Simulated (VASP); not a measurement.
The system is MoS2.

```xyz
6
Lattice="3.1690 0.0000 0.0000 -1.5845 2.7444 0.0000 0.0000 0.0000 12.3240" Properties=species:S:1:pos:R:3 pbc="T T T"
Mo    0.0000    1.8296    3.0810
Mo    1.5845    0.9148    9.2430
S     0.0000    1.8296    7.6779
S     1.5845    0.9148    1.5159
S     0.0000    1.8296   10.8081
S     1.5845    0.9148    4.6461
```

```yaml
Program: VASP 6.6.1
Task: relaxation of cell and atoms
Functional: PBE
Potentials_or_basis: VASP PAW PBE potentials, release 64 (Mo_sv, S)
Cutoff: 600 eV
k_mesh: 12 × 12 × 3
Occupations: gaussian, width 0.03 eV
Spin: no spin polarisation
```

At the start: pressure 1.8 GPa; volume 17.86 Å³/atom.

How do energy, volume and symmetry change on relaxing?

Over 30 steps the energy falls by 15.4 meV/atom and the volume is 20.97 Å³/atom (+17.4 %); space group P6_3/mmc (No. 194, to 0.05 Å).

Step by step:
```csv
step,energy change (eV),largest force (eV/Å),pressure (GPa),volume (Å³)
1,0.0000,0.0787,1.84,107.18
2,-0.0015,0.4792,-2.05,110.41
3,-0.0099,0.2915,-0.20,108.85
4,-0.0225,0.1768,-0.19,109.79
5,-0.0311,0.0806,-0.02,111.87
6,-0.0372,0.0753,-0.07,112.36
7,-0.0525,0.0618,-0.21,113.84
8,-0.0728,0.0454,-0.31,116.80
9,-0.0894,0.0720,0.00,122.66
10,-0.0911,0.0964,0.25,125.35
11,-0.0851,0.2081,1.01,130.70
12,-0.0031,0.7818,-4.25,137.63
13,-0.0890,0.0200,-0.02,131.94
14,-0.0890,0.0240,-0.02,131.91
15,-0.0880,0.1176,0.51,131.31
16,-0.0890,0.0279,0.02,131.89
17,-0.0891,0.0208,0.05,131.65
18,-0.0893,0.0069,0.11,131.20
19,-0.0894,0.0015,0.08,131.16
20,-0.0896,0.0140,-0.03,131.05
21,-0.0898,0.0453,-0.24,130.82
22,-0.0898,0.0443,-0.23,130.77
23,-0.0900,0.0396,-0.23,130.62
24,-0.0903,0.0301,-0.23,130.30
25,-0.0908,0.0114,-0.21,129.68
26,-0.0912,0.0293,-0.14,128.43
27,-0.0915,0.0344,-0.06,127.89
28,-0.0920,0.0509,0.22,126.28
29,-0.0923,0.0121,-0.04,125.77
30,-0.0923,0.0037,0.00,125.84
```

Final structure:
```
CELL_PARAMETERS angstrom
3.18414 0.00000 0.00000
-1.59207 2.75755 0.00000
0.00000 0.00000 14.33217
ATOMIC_POSITIONS crystal
Mo 0.33333 0.66667 0.25000
Mo 0.66667 0.33333 0.75000
S 0.33333 0.66667 0.64099
S 0.66667 0.33333 0.14099
S 0.33333 0.66667 0.85901
S 0.66667 0.33333 0.35901
```

Caveat: the volume moved by over 15 % at a fixed basis, so the end points are rough; this functional lacks dispersion, which binds the layers, so the pressure and a relaxed spacing across them are unreliable, and here the layers came unbound; the volume moved by +17 % from the deposited cell, more than functionals usually miss.
